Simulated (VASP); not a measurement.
Output of a VASP run:

OUTCAR:
```
 ion  position               nearest neighbor table
   1  0.333  0.667  0.873-   6 2.71   6 2.71   6 2.71   4 3.59
   2  0.667  0.333  0.373-   5 2.71   5 2.71   5 2.71   3 3.59
   3  0.667  0.333  0.127-   5 2.71   5 2.71   5 2.71   2 3.59
   4  0.333  0.667  0.627-   6 2.71   6 2.71   6 2.71   1 3.59
   5  0.333  0.667  0.250-   2 2.71   3 2.71   2 2.71   3 2.71   2 2.71   3 2.71
   6  0.667  0.333  0.750-   1 2.71   4 2.71   1 2.71   4 2.71   1 2.71   4 2.71
  LATTYP: Found a hexagonal cell.
 ALAT       =     3.5151876062
 C/A-ratio  =     4.1510820793
 Subroutine PRICEL returns:
 Original cell was already a primitive cell.
 Subroutine GETGRP returns: Found 24 space group operations
The static configuration has the point symmetry D_3d.
 The point group associated with its full space group is D_6h.
The dynamic configuration has the point symmetry D_3d.
 Subroutine INISYM returns: Found 24 space group operations
 Subroutine IBZKPT returns following result:
 Found     16 irreducible k-points:

 Following reciprocal coordinates:
            Coordinates               Weight
  0.000000  0.000000  0.000000      1.000000
  0.142857  0.000000  0.000000      6.000000
  0.285714  0.000000  0.000000      6.000000
  0.428571  0.000000  0.000000      6.000000
  0.142857  0.142857  0.000000      6.000000
  0.285714  0.142857  0.000000     12.000000
  0.428571  0.142857  0.000000      6.000000
  0.285714  0.285714  0.000000      6.000000
  0.000000  0.000000  0.500000      1.000000
  0.142857  0.000000  0.500000      6.000000
  0.285714  0.000000  0.500000      6.000000
  0.428571  0.000000  0.500000      6.000000
  0.142857  0.142857  0.500000      6.000000
  0.285714  0.142857  0.500000     12.000000
  0.428571  0.142857  0.500000      6.000000
  0.285714  0.285714  0.500000      6.000000
   k-points           NKPTS =     16   k-points in BZ     NKDIM =     16   number of bands    NBANDS=     31
   number of dos      NEDOS =    301   number of ions     NIONS =      6
   total plane-waves  NPLWV =  87808
   dimension x,y,z NGX =    28 NGY =   28 NGZ =  112
   dimension x,y,z NGXF=    56 NGYF=   56 NGZF=  224
   ions per type =               4   2
   PREC   = accura    normal or accurate (medium, high low for compatibility)
   ISTART =      0    job   : 0-new  1-cont  2-samecut
   ICHARG =      2    charge: 1-file 2-atom 10-const
   ISPIN  =      1    spin polarized calculation?
   LNONCOLLINEAR =      F non collinear calculations
   LSORBIT =      F    spin-orbit coupling
   INIWAV =      1    electr: 0-lowe 1-rand  2-diag
   ENCUT  =  520.0 eV  38.22 Ry    6.18 a.u.   6.54  6.54 27.13*2*pi/ulx,y,z
   NELM   =    100;   NELMIN=  2; NELMDL= -5     # of ELM steps
   EDIFF  = 0.1E-05   stopping-criterion for ELM
   LREAL  =      F    real-space projection
   NLSPLINE    = F    spline interpolate recip. space projectors
   LMAXMIX     =    4 max onsite mixed and CHGCAR
   VOSKOWN=      0    Vosko Wilk Nusair interpolation
   EDIFFG = -.2E-01   stopping-criterion for IOM
   NSW    =     60    number of steps for IOM
   NBLOCK =      1;   KBLOCK =     60    inner block; outer block
   IBRION =      2    ionic relax: 0-MD 1-quasi-New 2-CG
   NFREE  =      1    steps in history (QN), initial steepest desc. (CG)
   ISIF   =      3    stress and relaxation
   ISYM   =      2    0-nonsym 1-usesym 2-fastsym
   TEIN   =    0.0    initial temperature
   TEBEG  =    0.0;   TEEND  =   0.0 temperature during run
   SMASS  =  -3.00    Nose mass-parameter (am)
   PSTRESS=    0.0 pullay stress
   NELECT =      52.0000    total number of electrons
   EFERMI =   0.00;   METHOD = LEGACY
   ISMEAR =     0;   SIGMA  =   0.05  broadening in eV -4-tet -1-fermi 0-gaus
   IALGO  =     38    algorithm
   LDIAG  =      T    sub-space diagonalisation (order eigenvalues)
   IMIX   =      4    mixing-type and parameters
     AMIX     =   0.40;   BMIX     =  1.00
     AMIX_MAG =   1.60;   BMIX_MAG =  1.00
     AMIN     =   0.10
   METAGGA = SCAN    functional components
   VOSKOWN =     0    Vosko Wilk Nusair interpolation
...
```

### OSZICAR
```
...
DAV:  11    -0.220831595034E+03   -0.25073E+00   -0.75224E-01   992   0.860E+00    0.400E-01
DAV:  12    -0.220941498866E+03   -0.10990E+00   -0.21743E-01  1006   0.510E+00    0.445E-01
DAV:  13    -0.220724874574E+03    0.21662E+00   -0.98557E-02  1041   0.292E+00    0.484E-01
DAV:  14    -0.220671044269E+03    0.53830E-01   -0.80383E-02  1027   0.295E+00    0.388E-01
DAV:  15    -0.220837226116E+03   -0.16618E+00   -0.11068E-01   992   0.309E+00    0.242E-01
DAV:  16    -0.220255070401E+03    0.58216E+00   -0.52503E-01   992   0.645E+00    0.556E-01
DAV:  17    -0.220242372494E+03    0.12698E-01   -0.65644E-03  1330   0.543E-01    0.546E-01
DAV:  18    -0.220258474534E+03   -0.16102E-01   -0.21302E-03  1111   0.459E-01    0.499E-01
DAV:  19    -0.220133820817E+03    0.12465E+00   -0.28815E-02   992   0.160E+00    0.574E-01
DAV:  20    -0.220125187935E+03    0.86329E-02   -0.37750E-04  1302   0.130E-01    0.577E-01
DAV:  21    -0.220137411757E+03   -0.12224E-01   -0.20743E-03  1020   0.458E-01    0.565E-01
DAV:  22    -0.220091245604E+03    0.46166E-01   -0.43207E-02   992   0.197E+00    0.379E-01
DAV:  23    -0.220344865517E+03   -0.25362E+00   -0.42589E-01   992   0.505E+00    0.105E+00
DAV:  24    -0.220386452920E+03   -0.41587E-01   -0.59877E-02   992   0.187E+00    0.514E-01
DAV:  25    -0.220387089103E+03   -0.63618E-03   -0.18168E-03  1289   0.247E-01    0.509E-01
DAV:  26    -0.220389742999E+03   -0.26539E-02   -0.69281E-03   992   0.808E-01    0.466E-01
DAV:  27    -0.220407315390E+03   -0.17572E-01   -0.49260E-02  1000   0.190E+00    0.387E-01
DAV:  28    -0.220411317213E+03   -0.40018E-02   -0.26564E-02  1249   0.107E+00    0.349E-01
DAV:  29    -0.220412118365E+03   -0.80115E-03   -0.10918E-03  1090   0.243E-01    0.308E-01
DAV:  30    -0.220413247411E+03   -0.11290E-02   -0.20858E-04  1062   0.138E-01    0.283E-01
DAV:  31    -0.220414160974E+03   -0.91356E-03   -0.19921E-02   992   0.122E+00    0.205E-01
DAV:  32    -0.220417863857E+03   -0.37029E-02   -0.91196E-03   999   0.845E-01    0.177E-01
DAV:  33    -0.220417113960E+03    0.74990E-03   -0.17714E-03  1099   0.370E-01    0.148E-01
DAV:  34    -0.220417322504E+03   -0.20854E-03   -0.11772E-03  1203   0.206E-01    0.123E-01
DAV:  35    -0.220417295665E+03    0.26839E-04   -0.62706E-04   992   0.222E-01    0.102E-01
DAV:  36    -0.220417558825E+03   -0.26316E-03   -0.36971E-04   992   0.179E-01    0.104E-01
DAV:  37    -0.220417398215E+03    0.16061E-03   -0.11916E-03  1204   0.256E-01    0.600E-02
DAV:  38    -0.220417815861E+03   -0.41765E-03   -0.48078E-04   999   0.153E-01    0.114E-01
DAV:  39    -0.220417835002E+03   -0.19141E-04   -0.92124E-05  1125   0.895E-02    0.921E-02
DAV:  40    -0.220417809302E+03    0.25700E-04   -0.48496E-05  1013   0.632E-02    0.782E-02
DAV:  41    -0.220417804624E+03    0.46780E-05   -0.51862E-05  1132   0.541E-02    0.406E-02
DAV:  42    -0.220417783248E+03    0.21376E-04   -0.47978E-05  1048   0.548E-02    0.301E-02
DAV:  43    -0.220417797737E+03   -0.14489E-04   -0.15672E-05   990   0.346E-02    0.307E-02
DAV:  44    -0.220417775268E+03    0.22469E-04   -0.29418E-05  1090   0.466E-02    0.166E-02
DAV:  45    -0.220417784646E+03   -0.93780E-05   -0.16362E-05   892   0.326E-02    0.148E-02
DAV:  46    -0.220417788715E+03   -0.40693E-05   -0.82865E-06  1043   0.217E-02    0.915E-03
DAV:  47    -0.220417785271E+03    0.34437E-05   -0.17010E-06   596   0.109E-02    0.935E-03
DAV:  48    -0.220417783950E+03    0.13213E-05   -0.95468E-07   552   0.847E-03    0.891E-03
DAV:  49    -0.220417784532E+03   -0.58209E-06   -0.17405E-06   588   0.127E-02
   1 F= -.22041778E+03 E0= -.22041778E+03  d E =-.220418E+03
```

OUTCAR:
```
------------------------ aborting loop because EDIFF is reached ----------------------------------------
  FORCE on cell =-STRESS in cart. coord.  units (eV):
  Direction    XX          YY          ZZ          XY          YZ          ZX
  --------------------------------------------------------------------------------------
  Total        0.0622531      0.0622531      0.0533146      0.0000000      0.0000000     -0.0000000
  in kB        0.6387546      0.6387544      0.5470397      0.0000000      0.0000000     -0.0000000
  external PRESSURE =       0.6081829 kB  Pullay stress =       0.0000000 kB
  volume of cell :      156.15
      direct lattice vectors                 reciprocal lattice vectors
     1.757593985 -3.044241661  0.000000000     0.284479808 -0.164244517  0.000000000
     1.757593985  3.044241661  0.000000000     0.284479808  0.164244517  0.000000000
     0.000000000  0.000000000 14.591832278     0.000000000  0.000000000  0.068531489
 POSITION                                       TOTAL-FORCE (eV/Angst)
 -----------------------------------------------------------------------------------
      1.75759      1.01475     12.73902        -0.000000      0.000000     -0.009164
      1.75759     -1.01475      5.44311        -0.000000     -0.000000     -0.009164
      1.75759     -1.01475      1.85281        -0.000000      0.000000      0.009164
      1.75759      1.01475      9.14873        -0.000000      0.000000      0.009164
      1.75759      1.01475      3.64796         0.000000      0.000000      0.000000
      1.75759     -1.01475     10.94387        -0.000000     -0.000000      0.000000
 -----------------------------------------------------------------------------------
    total drift:                               -0.000254      0.001639     -0.000026
  FREE ENERGIE OF THE ION-ELECTRON SYSTEM (eV)
  ---------------------------------------------------
  free  energy   TOTEN  =      -220.4177845320 eV

  energy  without entropy=     -220.4177845320  energy(sigma->0) =     -220.41778453

 reached required accuracy - stopping structural energy minimisation
```
(Selected blocks of OUTCAR.)

File POSCAR:
```
MoTe2
1
    1.7575939846    -3.0442416613    -0.0000000000
    1.7575939846     3.0442416613     0.0000000000
   -0.0000000000    -0.0000000000    14.5918322776
Te Mo
4 2
Direct
  0.3333330000   0.6666670000   0.8730241155
  0.6666670000   0.3333330000   0.3730241155
  0.6666670000   0.3333330000   0.1269758845
  0.3333330000   0.6666670000   0.6269758845
  0.3333330000   0.6666670000   0.2500000000
  0.6666670000   0.3333330000   0.7500000000
```

**Question.** Write an INCAR and KPOINTS that could have produced this output.

**Answer.** One answer among several that fit: the input of the run itself, SCAN meta-GGA, plane waves, VASP's PBE PAW potentials (set 64).

**INCAR**
```
! general
SYSTEM   =  MoTe2
PREC     =  Accurate
ENCUT    =  520
LREAL    =  .FALSE.
LASPH    =  .TRUE.

! electronic loop
EDIFF    =  1E-6
NELM     =  100
ALGO     =  Normal
LMAXMIX  =  4
LMIXTAU  =  .TRUE.

! smearing
ISMEAR   =  0
SIGMA    =  0.05

! functional
METAGGA  =  SCAN

! ions
IBRION   =  2
NSW      =  60
ISIF     =  3
EDIFFG   =  -0.02

! output
LWAVE    =  .FALSE.
LCHARG   =  .FALSE.
```

### KPOINTS
```
Automatic mesh
0
Gamma
7 7 2
0 0 0
```

POTCAR, in this order: Te Mo_sv (PBE.64 set). Program: vasp_std.

The compound is MoTe2 in the 2H layered structure. It was relaxed first. The start is the result of an earlier pass.
